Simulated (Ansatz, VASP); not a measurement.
# CsPbBr3 in two plane-wave programs

One calculation is typed for both programs; each brings its own data sets and cutoff. How far apart do they land? The cell is taken from a series of runs on this material, whose earlier steps may have relaxed, scaled, displaced or heated it; both programs get it as it stands.

Main program and level: Ansatz 0.2.0; plane waves, with VASP 6.6.1 beside it; single point at r2SCAN and single point at PBEsol.

### Step 1. The structure

The structure is cubic, space group Pm-3m (No. 221). Conventional cell: a = 5.915 Å, b = 5.915 Å, c = 5.915 Å, α = 90.00°, β = 90.00°, γ = 90.00°. Pb has 6 Br at 2.96 Å nearest. Nearest to Cs lie 12 Br at 4.18 Å. Br has 2 Pb at 2.96 Å and 4 Cs at 4.18 Å nearest. Farther neighbours and most contacts between anions are not listed.

### Step 2. Ansatz: single point, r2SCAN

Ansatz runs on its default PAW (the set named soft_2) files.

With cell and atoms fixed, the geometry can't cause a difference; cores, projectors, grids and the points listed under the comparison can.

input.yaml

```yaml
crystal:
  lattice:
    - [5.91457542, 0.0, 0.0]
    - [0.0, 5.91457542, 0.0]
    - [0.0, 0.0, 5.91457542]
  atoms:
    - { symbol: Pb, position: [0.5, 0.5, 0.5] }
    - { symbol: Cs, position: [0.0, 0.0, 0.0] }
    - { symbol: Br, position: [0.5, 0.5, 0.0] }
    - { symbol: Br, position: [0.5, 0.0, 0.5] }
    - { symbol: Br, position: [0.0, 0.5, 0.5] }
hamiltonian:
  xc: r2scan
  pseudopotentials: { kind: paw }
kpoints:
  mp_grid: { grid: [4, 4, 4] }
scf:
  occupations: { method: gaussian, width: 0.03 }
  n_extra_bands: 5
output:
  forces: true
  stress: true
  eigenvalues: true
```

On the command line:

```sh
$ ansatz run input.yaml --threads 2 --pin off --max-ram 4608MiB --backend cpu --events-out ev --progress --plain --runs-dir out
```

Numbers of over 12 decimals in the logs are rounded to 6 here.

Log:

```text
scf.n_extra_bands = 5 over 22 filled bands (N_el = 44.0): the run solves 27 bands
Engine: ansatz 0.2.0, aarch64-unknown-linux-gnu
Pseudopotentials: kind: paw
Pseudopotential: Pb, paw, valence charge 14, recommended cutoff 500 eV (meta_gga), Pb.paw.azcp
Pseudopotential: Cs, paw, valence charge 9, recommended cutoff 500 eV (meta_gga), Cs.paw.azcp
Pseudopotential: Br, paw, valence charge 7, recommended cutoff 500 eV (meta_gga), Br.paw.azcp
Functional definition: r2SCAN
  parameter k0 = 0.174
  parameter k1 = 0.065
  parameter a1 = 4.9479
  exchange = r2scan_x(k0 = k0, k1 = k1, a1 = a1)
  correlation = r2scan_c
Crystal: 5 atoms, lattice volume = 206.905 Å³
Basis set: ecut = 500 eV, 5257 PW (Γ), exchange–correlation on 180×180×180 points (64 copies of the dense FFT grid, shifted against one another)
Bands: 27, of which v1, the nominal top of the filled ones, is band 22 counted from 1 (21 counted from 0)
Symmetry: 48 space group operations
Space group: Pm-3m (ITA 221), of the structure as read, at distance tolerance 5.9e-5 Å
k-points: 10 of 64
Non-local potential: Pb, projectors of the file, l = 0: 2, l = 1: 2, l = 2: 2, l = 3: 2
Non-local potential: Cs, projectors of the file, l = 0: 3, l = 1: 2, l = 2: 2, l = 3: 2
Non-local potential: Br, projectors of the file, l = 0: 2, l = 1: 2, l = 2: 2
PAW form: soft (Blöchl's): semilocal exchange-correlation on the pseudo side does not see the compensation charge
PAW frozen core: Pb, regenerated for the run's functional (the file was generated under x = pbe(κ = 0.804, μ = 0.219515), c = pbe(β = 0.066725))
PAW frozen core: Cs, regenerated for the run's functional (the file was generated under x = pbe(κ = 0.804, μ = 0.219515), c = pbe(β = 0.066725))
PAW frozen core: Br, regenerated for the run's functional (the file was generated under x = pbe(κ = 0.804, μ = 0.219515), c = pbe(β = 0.066725))
PAW one-centre angular grid: Pb, 590 points (default); XC on 160 Gauss nodes
PAW one-centre angular grid: Cs, 302 points (default); XC on 160 Gauss nodes
PAW one-centre angular grid: Br, 302 points (default); XC on 160 Gauss nodes
Initial density: superposition of atomic densities (neutral atoms: chi_scale 0, normalization atom), corrected by the library's trained network
Initial wavefunctions: pseudopotential atomic-orbital guess
Functional: x = r2scan, c = r2scan; τ floored in thin density (d = 2e-4 eV/Å³)
SCF iter   1: F=—  HF=-25992.718852 eV  |F-HF|=—  |Δ(HF+E_count)|=         —  Δρ=3.51e-3  dr2=2.95e-2  dr2_τ=8.68e-3  ethr=1.77e-3  ⟨swp⟩=8.8  Hψ=1517  notcnv=0
preconditioner: auto → Resta (q_TF=auto, 2.108 Å⁻¹)  ε∞=3.2  [insulator: Δε(μ)=2.000 eV  Ē_g=8.942 eV  σ=0.030 eV  W_gap=1.00  n_scr=26 (ndim 8)  ℏωp=13.2 eV  f_vac=0.055  D(μ)=0.00/eV (n_scr^D=0)  ε∞_Penn≈3.2]
SCF iter   2: F=—  HF=-25992.733492 eV  |F-HF|=—  |Δ(HF+E_count)|=   1.46e-2  Δρ=1.55e-3  dr2=7.16e-3  dr2_τ=2.12e-4  ethr=6.70e-5  ⟨swp⟩=2.9  Hψ=629  notcnv=0  defer=10
SCF iter   3: F=—  HF=-25992.732320 eV  |F-HF|=—  |Δ(HF+E_count)|=   1.17e-3  Δρ=3.21e-4  dr2=2.00e-4  dr2_τ=2.64e-5  ethr=1.63e-5  ⟨swp⟩=3.0  Hψ=507  notcnv=0  defer=10
SCF iter   4: F=—  HF=-25992.732380 eV  |F-HF|=—  |Δ(HF+E_count)|=   6.04e-5  Δρ=8.82e-5  dr2=1.93e-5  dr2_τ=1.25e-6  ethr=4.55e-7  ⟨swp⟩=2.3  Hψ=472  notcnv=0  defer=10
SCF iter   5: F=—  HF=-25992.732359 eV  |F-HF|=—  |Δ(HF+E_count)|=   2.11e-5  Δρ=1.77e-5  dr2=6.90e-7  dr2_τ=3.18e-8  ethr=4.39e-8  ⟨swp⟩=2.2  Hψ=419  notcnv=0  defer=10
SCF iter   6: F=-25992.732360 eV  HF=-25992.732360 eV  |F-HF|=1.95e-8  |Δ(HF+E_count)|=   8.28e-7  Δρ=3.32e-6  dr2=2.47e-8  dr2_τ=1.35e-9  ethr=2.27e-10  ⟨swp⟩=11.7  Hψ=1521  notcnv=0
SCF 1 converged in 6 iterations: F = -25992.732360 eV  dr2 = 2.47e-8
  greatest PAW one-centre occupation: 0.981 electrons in one spin orbital (limit 2), on the Pb atom at site 0 (counted from 0), in its partial waves of l = 2
SCF converged after 6 iterations
Free energy (F): -25992.732360 eV
Harris-Foulkes:  -25992.732360 eV  (|F-HF|=1.95e-8)
Internal energy: -25992.732360 eV  (E = F + TS)
E sigma→0 (E₀):  -25992.732360 eV
Fermi energy:    4.279411 eV
--- Per-component energies (eV) ---
  E_band       = -274.389983
  E_kinetic    = 830.558996
  E_local      = -2686.335565  (includes V_loc(G=0)·N_el)
  E_nonlocal   = 589.868894
  E_hartree    = 987.110615
  E_xc         = -1124.779168
  E_vxc        = -628.775181  (∫ρ·V_xc dr)
  E_paw        = -22334.079911  (= ΣΔE_a)
  E_vpaw       = -389.026056  (= ΣTr[D̂ρ^β])
  E_aug_tail   = 0.000018  (compensation charges beyond the density's cutoff)
  E_vtau       = 35.098342  (kinetic-family band-sum trace: ∫τ·v_τ [+ j·A + Jᵃ·Aᵃ] dr)
  E_ewald      = -2255.617039
  E_core_change = 0.540800  (= ΣΔE_core)
  E_smearing   = -0.000000  (= −TS)
  E_closure    = -0.000000  (closes the sum)
  Σ components = -25992.732360   (vs F -25992.732360, Δ=0.00e0)
--- Forces (eV/Å), atoms counted from 1 ---
  atom   1  Pb     0.00000000    -0.00000000    -0.00000000
  atom   2  Cs    -0.00000000     0.00000000     0.00000000
  atom   3  Br     0.00000000    -0.00000000     0.00000000
  atom   4  Br    -0.00000000     0.00000000     0.00000000
  atom   5  Br     0.00000000     0.00000000    -0.00000000
  max |Σ_I F_I| component: 6.72e-29 eV/Å
--- Stress (GPa, compression-positive) ---
        0.335135       0.000000       0.000000
        0.000000       0.335135       0.000000
       -0.000000       0.000000       0.335135
  P = ⅓ Tr σ = 0.3351 GPa (3.351 kbar)
--- Band table (eV; the first three rows and the last of 10) ---
  k-point 0: bands = [... 18 lower, 1.0975, 1.2088, 1.2088, 1.2088, 6.8676, 7.8781, 7.8781, 8.7033, ... 1 higher]
  k-point 1: bands = [... 18 lower, 1.0371, 1.1533, 1.1533, 1.2486, 7.4142, 8.0000, 8.2641, 8.3188, ... 1 higher]
  k-point 2: bands = [... 18 lower, 0.9791, 1.1096, 1.1096, 1.8310, 6.2713, 8.2845, 8.8497, 8.8888, ... 1 higher]
  k-point 9: bands = [... 18 lower, 1.5757, 1.5757, 1.5757, 3.2867, 5.2727, 5.2727, 5.2727, 8.4388, ... 1 higher]
```

Reading the cycles: dr2 is the Hartree energy of the density residual (eV), the measure of convergence; HF is the Harris–Foulkes estimate of the energy, which meets the free energy F at convergence.

The run ends at a pressure of 0.34 GPa.

### Step 3. VASP: single point, r2SCAN

The same cell, functional, mesh and smearing now go to VASP, with its own data sets and cutoff.

Lines of VASP's logs that name or quote its potential files are left out, and so is its time.

INCAR

```
SYSTEM = CsPbBr3
PREC = Accurate
ENCUT = 520
EDIFF = 1E-06
NELM = 100
ISMEAR = 0
SIGMA = 0.03
LREAL = .FALSE.
ALGO = Normal
METAGGA = R2SCAN
LASPH = .TRUE.
NBANDS = 29
LORBIT = 11
LWAVE = .FALSE.
LCHARG = .FALSE.
KPAR = 2
ISIF = 2
```

POSCAR

```
CsPbBr3
1.0
    5.9145754200      0.0000000000      0.0000000000
    0.0000000000      5.9145754200      0.0000000000
    0.0000000000      0.0000000000      5.9145754200
Pb Cs Br
1 1 3
Direct
    0.5000000000      0.5000000000      0.5000000000
    0.0000000000      0.0000000000      0.0000000000
    0.5000000000      0.5000000000      0.0000000000
    0.5000000000      0.0000000000      0.5000000000
    0.0000000000      0.5000000000      0.5000000000
```

KPOINTS

```
Automatic mesh
0
Gamma
4 4 4
0 0 0
```

Potentials, in the order of the species: Pb_d_GW, Cs_sv_GW and Br_GW (PBE family, release 64).

On the command line:

```sh
$ mpirun -np 2 vasp_std
```

Log:

```text
[banner, memory and clock lines left out]
running    2 mpi-ranks, on    1 nodes
 distrk:  each k-point on    1 cores,    2 groups
 distr:  one band on    1 cores,    1 groups

 POSCAR found type information on POSCAR PbCsBr
 POSCAR found :  3 types and       5 ions
|                                                                             |
|               ----> ADVICE to this user running VASP <----                  |
|                                                                             |
|     You enforced a specific xc type in the INCAR file but a different       |
|     [... a line on the potential file left out ...]
|     I HOPE YOU KNOW WHAT YOU ARE DOING!                                     |
|                                                                             |

 LDA part: xc-table for (None), standard interpolation
 POSCAR, INCAR and KPOINTS ok, starting setup
 FFT: planning ... GRIDC
 FFT: planning ... GRID_SOFT
 FFT: planning ... GRID
 WAVECAR not read
 entering main loop
       N       E                     dE             d eps       ncg     rms          rms(c)
DAV:   1     0.290010072243E+03    0.29001E+03   -0.21831E+04   886   0.158E+03
DAV:   2    -0.954113316476E+02   -0.38542E+03   -0.37263E+03   955   0.431E+02
DAV:   3    -0.138906339373E+03   -0.43495E+02   -0.43168E+02   968   0.130E+02
DAV:   4    -0.140382277772E+03   -0.14759E+01   -0.14686E+01   729   0.266E+01
DAV:   5    -0.140501659689E+03   -0.11938E+00   -0.11933E+00  1065   0.113E+01    0.327E+00
DAV:   6    -0.129991611241E+03    0.10510E+02   -0.33024E+00   732   0.437E+01    0.264E+00
DAV:   7    -0.129881507865E+03    0.11010E+00   -0.11058E+00   889   0.769E+00    0.119E+00
DAV:   8    -0.129900032303E+03   -0.18524E-01   -0.48106E-02   722   0.206E+00    0.699E-01
DAV:   9    -0.129913083070E+03   -0.13051E-01   -0.35854E-02   691   0.184E+00    0.128E-01
DAV:  10    -0.129913226696E+03   -0.14363E-03   -0.28918E-03   793   0.670E-01    0.103E-01
DAV:  11    -0.129913526209E+03   -0.29951E-03   -0.52405E-04   694   0.239E-01    0.810E-02
DAV:  12    -0.129913516770E+03    0.94392E-05   -0.17239E-04   828   0.211E-01    0.269E-02
DAV:  13    -0.129913526836E+03   -0.10066E-04   -0.14413E-05   834   0.367E-02    0.933E-03
DAV:  14    -0.129913520464E+03    0.63717E-05   -0.11413E-05   815   0.415E-02    0.472E-03
DAV:  15    -0.129913520023E+03    0.44073E-06   -0.62162E-07   426   0.686E-03
   1 F= -.12991352E+03 E0= -.12991352E+03  d E =-.357062E-32
```

OUTCAR, selected parts (step 3):

```text
ion  position               nearest neighbor table
   1  0.500  0.500  0.500-   3 2.96   4 2.96   5 2.96   3 2.96   4 2.96   5 2.96
   2  0.000  0.000  0.000-
   3  0.500  0.500  0.000-   1 2.96   1 2.96
   4  0.500  0.000  0.500-   1 2.96   1 2.96
   5  0.000  0.500  0.500-   1 2.96   1 2.96

  LATTYP: Found a simple cubic cell.
 ALAT       =     5.9145754200

 Subroutine GETGRP returns: Found 48 space group operations
 (whereof 48 operations were pure point group operations)

The static configuration has the point symmetry O_h .

 Found     10 irreducible k-points:

   k-points           NKPTS =     10   k-points in BZ     NKDIM =     10   number of bands    NBANDS=     29

   dimension x,y,z NGX =    48 NGY =   48 NGZ =   48
   dimension x,y,z NGXF=    96 NGYF=   96 NGZF=   96

   ENCUT  =  520.0 eV  38.22 Ry    6.18 a.u.  11.00 11.00 11.00*2*pi/ulx,y,z

   NELECT =      46.0000    total number of electrons

 k-points in reciprocal lattice and weights: Automatic mesh
   0.00000000  0.00000000  0.00000000       0.016
   0.25000000  0.00000000  0.00000000       0.094
   0.50000000  0.00000000  0.00000000       0.047
   0.25000000  0.25000000  0.00000000       0.188
   0.50000000  0.25000000  0.00000000       0.188
   0.50000000  0.50000000  0.00000000       0.047
   0.25000000  0.25000000  0.25000000       0.125
   0.50000000  0.25000000  0.25000000       0.188
   0.50000000  0.50000000  0.25000000       0.094
   0.50000000  0.50000000  0.50000000       0.016

 average (electrostatic) potential at core
       1 -60.7123       2 -77.7164       3 -69.1112       4 -69.1112       5 -69.1112

 E-fermi :   0.8420

 k-point     1 :       0.0000    0.0000    0.0000
  band No.  band energies     occupation
    ...
     19      -1.5753      2.00000
     20      -1.5753      2.00000
     21      -1.4650      2.00000
     22      -1.4650      2.00000
     23      -1.4650      2.00000
     24       4.1892      0.00000
     25       5.2075      0.00000
     26       5.2075      0.00000
     27       6.0362      0.00000
     28       6.0362      0.00000
    ...

 k-point     2 :       0.2500    0.0000    0.0000
  band No.  band energies     occupation
    ...
     19      -1.6383      2.00000
     20      -1.6356      2.00000
     21      -1.5202      2.00000
     22      -1.5202      2.00000
     23      -1.4268      2.00000
     24       4.7341      0.00000
     25       5.3197      0.00000
     26       5.5930      0.00000
     27       5.6480      0.00000
     28       6.2460      0.00000
    ...

 k-point     3 :       0.5000    0.0000    0.0000
  band No.  band energies     occupation
    ...
     19      -1.7146      2.00000
     20      -1.6935      2.00000
     21      -1.5638      2.00000
     22      -1.5638      2.00000
     23      -0.8488      2.00000
     24       3.5918      0.00000
     25       5.6084      0.00000
     26       6.1711      0.00000
     27       6.2179      0.00000
     28       6.3378      0.00000
    ...

  Total        0.3724237      0.3724237      0.3724237      0.0000000     -0.0000000      0.0000000
  in kB        2.8838801      2.8838801      2.8838801      0.0000000     -0.0000000      0.0000000
  external PRESSURE =       2.8838801 kB  Pullay stress =       0.0000000 kB

  energy-cutoff  :      520.00
  volume of cell :      206.90
      direct lattice vectors                 reciprocal lattice vectors
     5.914575420  0.000000000  0.000000000     0.169073844  0.000000000  0.000000000
     0.000000000  5.914575420  0.000000000     0.000000000  0.169073844  0.000000000
     0.000000000  0.000000000  5.914575420     0.000000000  0.000000000  0.169073844

 POSITION                                       TOTAL-FORCE (eV/Angst)
 -----------------------------------------------------------------------------------
      2.95729      2.95729      2.95729         0.000000      0.000000      0.000000
      0.00000      0.00000      0.00000         0.000000      0.000000      0.000000
      2.95729      2.95729      0.00000         0.000000      0.000000      0.000000
      2.95729      0.00000      2.95729         0.000000      0.000000      0.000000
      0.00000      2.95729      2.95729         0.000000      0.000000      0.000000
 -----------------------------------------------------------------------------------
    total drift:                                0.000000     -0.000000     -0.000000

  FREE ENERGIE OF THE ION-ELECTRON SYSTEM (eV)
  ---------------------------------------------------
  free  energy   TOTEN  =      -129.9135200234 eV

  energy  without entropy=     -129.9135200234  energy(sigma->0) =     -129.91352002

 total charge
# of ion       s       p       d       f       tot
--------------------------------------------------
    1        3.552   0.424   9.860   0.021  13.857
    2        2.203   5.300   0.014   0.002   7.519
    3        1.583   3.257   0.007   0.000   4.847
    4        1.583   3.257   0.007   0.000   4.847
    5        1.583   3.257   0.007   0.000   4.847
--------------------------------------------------
tot         10.503  15.495   9.895   0.023  35.916

[... 3 further parts left out ...]
```

The run ends at a pressure of 0.29 GPa.

### Step 4. Side by side

Known differences besides the potentials themselves: VASP keeps PBE cores, Ansatz makes them for the functional; the data sets hold 44 valence electrons in Ansatz (default PAW (the set named soft_2) files) and 46 in VASP; the cutoff is 500 eV in Ansatz and 520 eV in VASP. Total energies have different zeros and are not compared.

Both answers:

```tsv
quantity	Ansatz	VASP	difference
pressure (GPa)	0.34	0.29	+0.05
gap on the k mesh (eV)	1.986	1.997	-0.011
```

A gap on the mesh is an upper bound, since the band edges may lie between its points; neither run holds spin-orbit coupling, which can move the band edges of a compound of Pb. Ansatz's pressure holds a Pulay correction of 0.01 GPa; VASP's holds none.

(Part 1 of 2 ends here.)

[Lines on the potential files, build, host, timing and source positions are cut from VASP's logs without a mark.]

[Logs are printed without paths, hosts, clocks, repeated set-up lines and the standing remarks that a program may print on its own settings, such as how far it seeks lower states.]

[Hosts, paths, dates, database ids (printed as entryN), source tags and the programs' standing remarks are cut or masked in the printed files.]
